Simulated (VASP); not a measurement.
The input files of a VASP run:

### INCAR
```
ALGO = Normal   # blocked Davidson
NELM = 100   # most electronic steps
EDIFF = 1E-7   # SCF stop (eV)
SYSTEM = CaSe
LCHARG = .False.
ISIF = 2   # forces and stress, cell fixed
ENCUT = 520   # plane-wave cut-off (eV)
LREAL = .False.
IVDW = 11
LWAVE = .False.
ISMEAR = 0   # Gaussian
LMAXMIX = 4
GGA = PE
LASPH = .True.
SIGMA = 0.05   # width (eV)
PREC = Accurate
```

**POSCAR**
```
CaSe
4.1403440
  0.0000000000   0.7071067501   0.7071067501
  0.7071067501   0.0000000000   0.7071067501
  0.7071067501   0.7071067501   0.0000000000
Ca Se
1 1
Cart
  0.7071067501   0.0000000000   0.7071067501
  0.7071067501   0.7071067501   0.7071067501
```

KPOINTS:
```
Regular mesh
0
G
 8 8 8
0 0 0
```

POTCAR, in this order: Ca_sv Se (PBE.64 set). Program: vasp_std.

Problem. Translate this PBE-D3 (zero damping) calculation to Quantum ESPRESSO's pw.x.

Solution. One equivalent input (not run):
```
&CONTROL
  calculation = 'scf'
  pseudo_dir = './pseudo'
  outdir = './out'
  tprnfor = .true.
  tstress = .true.
/
&SYSTEM
  ibrav = 0
  nat = 2
  ntyp = 2
  ecutwfc = 86
  occupations = 'smearing'
  smearing = 'gaussian'
  degauss = 0.003675
  input_dft = 'pbe'
  vdw_corr = 'grimme-d3'
  dftd3_version = 3
  dftd3_threebody = .false.
/
&ELECTRONS
  conv_thr = 7.3e-09
  electron_maxstep = 100
/
ATOMIC_SPECIES
  Ca 40.078 Ca.upf
  Se 78.971 Se.upf
CELL_PARAMETERS angstrom
     0.0000000    2.9276652    2.9276652
     2.9276652    0.0000000    2.9276652
     2.9276652    2.9276652    0.0000000
ATOMIC_POSITIONS crystal
  Ca   0.0000000  1.0000000  0.0000000
  Se   0.5000000  0.5000000  0.5000000
K_POINTS automatic
  8 8 8 0 0 0
```
What does not carry over: the potentials are each code's own (VASP's PAW set, PseudoDojo norm-conserving files in pw.x), so ENCUT and ecutwfc are chosen apart and not converted; conv_thr bounds pw.x's estimated SCF error, while EDIFF bounds the energy change between steps.

The compound is CaSe in the rock salt structure. This cell is one point of a volume scan, at 0.97 of the reference volume.
